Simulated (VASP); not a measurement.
Level of theory: PBE GGA, VASP's PBE PAW potentials (set 64) (plane waves; VASP).

VASP ran on this input.

INCAR:
```
! general
SYSTEM  = TePb
PREC    = Normal
ENCUT   = 400
LREAL   = .FALSE.   ! projection in real space or not
LASPH   = .TRUE.   ! aspherical one-centre terms

! electronic loop
EDIFF   = 1E-5
NELM    = 100   ! most electronic steps
NELMIN  = 4
ALGO    = Fast
LMAXMIX = 4

! smearing
ISMEAR  = 0   ! Gaussian
SIGMA   = 0.05

! functional
GGA     = PE   ! PBE

! ions
IBRION  = 2   ! conjugate gradients
NSW     = 20
ISIF    = 2   ! forces and stress, cell fixed
EDIFFG  = -0.03

! output
LWAVE   = .FALSE.
LCHARG  = .FALSE.
```

KPOINTS:
```
Automatic
0
G
  7 7 7
```

POSCAR:
```
TePb
1
    0.0000000000     3.2805618771     3.2805618771
    3.2805618771     0.0000000000     3.2805618771
    3.2805618771     3.2805618771     0.0000000000
Te Pb
1 1
Direct
  0.0000000000   0.0000000000   0.0000000000
  0.5000000000   0.5000000000   0.5000000000
```

POTCAR, in this order: Te Pb (PBE.64 set). Program: vasp_std.

Q: What will the output report for the number of irreducible k-points (NKPTS), largest plane-wave count, number of space-group operations, FFT grid (NGX, NGY, NGZ)?

A: 
```json
{
  "number of irreducible k-points (NKPTS)": "20",
  "largest_plane_wave_count": "1307",
  "number_of_space_group_operations": "48",
  "FFT grid (NGX, NGY, NGZ)": "24 × 24 × 24"
}
```

The structure comes from a computed database's TePb entry (Fm-3m); how it stands against other phases isn't given here. It was relaxed first.
